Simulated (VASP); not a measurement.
Pt:

```
Pt
1.0
     0.00000    1.96090    1.96090
     1.96090    0.00000    1.96090
     1.96090    1.96090    0.00000
Pt
1
Direct
  0.00000 0.00000 0.00000
```

| Item | Value |
| --- | --- |
| Program | VASP 6.6.1 |
| Task | relaxation of cell and atoms |
| Functional | PBE |
| Potentials or basis | VASP PAW PBE potentials, release 64 (Pt) |
| Cutoff | 520 eV |
| k mesh | 18 × 18 × 18 |
| Occupations | gaussian, width 0.1 eV |
| Spin | collinear spin, ferromagnetic start |
| Starting moments | [1] μB |

At the start: pressure 9.5 GPa; volume 15.08 Å³/atom.

**Question.** Where does the relaxation end?

**Answer.** Over 17 steps the energy falls by 15.2 meV/atom and the volume is 15.61 Å³/atom (+3.5 %); space group Fm-3m (No. 225, to 0.05 Å); moment 0.00 μB per cell.

The path:
```csv
step,energy change (eV),largest force (eV/Å),pressure (GPa),volume (Å³)
1,0.0000,0.0000,9.52,15.08
2,0.0772,0.0000,-17.71,17.12
3,-0.0152,0.0000,-0.29,15.63
4,-0.0152,0.0000,-0.03,15.62
5,-0.0152,0.0000,0.14,15.60
6,-0.0152,0.0000,0.14,15.60
7,-0.0152,0.0000,0.11,15.61
8,-0.0152,0.0000,0.12,15.61
9,-0.0152,0.0000,0.12,15.61
10,-0.0152,0.0000,0.12,15.61
11,-0.0152,0.0000,0.11,15.61
12,-0.0152,0.0000,0.11,15.61
13,-0.0152,0.0000,0.09,15.61
14,-0.0152,0.0000,0.07,15.61
15,-0.0152,0.0000,0.04,15.61
16,-0.0152,0.0000,-0.05,15.62
17,-0.0152,0.0000,0.00,15.61
```

Final structure:
```xyz
1
Lattice="0.0000 1.9838 1.9838 1.9838 0.0000 1.9838 1.9838 1.9838 0.0000" Properties=species:S:1:pos:R:3 pbc="T T T"
Pt    0.0000    0.0000    0.0000
```
